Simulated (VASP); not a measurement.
Energy against volume of Ho (hcp). Calculation: optB88-vdW, VASP's PBE PAW potentials (set 64) (plane waves; VASP). Settings: 520 eV cut-off, 12×12×7 Γ-centred mesh, first-order Methfessel-Paxton smearing of 0.10 eV, potentials Ho_3.

The 4f electrons are frozen in the core of the lanthanide potential, so 4f levels, which can set the real gap, and their magnetism are missing.

Shape and ions are relaxed at each volume.

```csv
V (Å³/atom),E (eV/atom)
29.420,-1.85431
30.330,-1.85767
31.240,-1.85368
32.149,-1.84331
```

Task: Fit these four points and predict the energy of the run at 28.510 Å³/atom.

Result: A cubic in V^(−2/3), the third-order Birch-Murnaghan form, passes through the four points with V0 = 30.27 Å³/atom and B0 = 43 GPa, and gives -1.8425 eV/atom there. The run gave -1.8423 eV/atom, +0.2 meV/atom from the fit; all five points give B0 = 44 GPa.

The compound is Ho in the hcp structure. It was relaxed first.
